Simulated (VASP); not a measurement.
Input of a VASP 6.6.1 run:

The input POSCAR:

```
C
1.0
    0.0000000000      1.7833700000      1.7833700000
    1.7833700000      0.0000000000      1.7833700000
    1.7833700000      1.7833700000      0.0000000000
C
2
Direct
    0.7500000000      0.7500000000      0.7500000000
    0.5000000000      0.5000000000      0.5000000000
```

The input INCAR.step1:

```
ALGO = Normal
EDIFF = 1E-8
ENCUT = 450
GGA = PE
ISMEAR = 0
LASPH = True
LCHARG = False
LREAL = False
LWAVE = True
NELM = 60
PREC = Accurate
SIGMA = 0.01
```

File INCAR.step2:

```
ALGO = Exact
EDIFF = 1E-8
ENCUT = 450
GGA = PE
ISMEAR = 0
ISTART = 1
LASPH = True
LCHARG = False
LOPTICS = True
LREAL = False
LWAVE = True
NBANDS = 20
NELM = 1
PREC = Accurate
SIGMA = 0.01
```

INCAR.step3

```
ALGO = EVGW0
EDIFF = 1E-8
ENCUT = 450
ENCUTGW = 180
GGA = PE
ISMEAR = 0
ISTART = 1
LASPH = True
LCHARG = False
LREAL = False
LWAVE = False
NBANDS = 20
NBANDSGW = 12
NELMGW = 1
NOMEGA = 50
PREC = Accurate
PRECFOCK = Fast
SIGMA = 0.01
```

Contents of KPOINTS:

```
k-points
0
Gamma
  6 6 6
```

Potentials or basis: VASP PAW PBE potentials, release 64 (C_GW).

Command:

```console
$ cat potpaw_PBE.64/C_GW/POTCAR > POTCAR
$ cp INCAR.step1 INCAR
$ mpirun -np 1 vasp_std > vasp.out
$ cp INCAR.step2 INCAR
$ mpirun -np 1 vasp_std > vasp.out
$ cp INCAR.step3 INCAR
$ mpirun -np 1 vasp_std > vasp.out
```

Question: Predict the quasiparticle gap.

Answer: 5.47 eV.

Question: Predict the least direct quasiparticle gap.

Answer: 7.39 eV.

Question: What does it give for the band gap on the k mesh, mean-field level?

Answer: 4.15 eV, indirect (least direct gap 5.59 eV).

Caveat: the k mesh is coarse (spacing up to 0.51 Å⁻¹), so the values aren't converged; bands, screening cutoff and mesh are small and nothing is extrapolated, so the quasiparticle values aren't converged. A k mesh can miss the band edges.
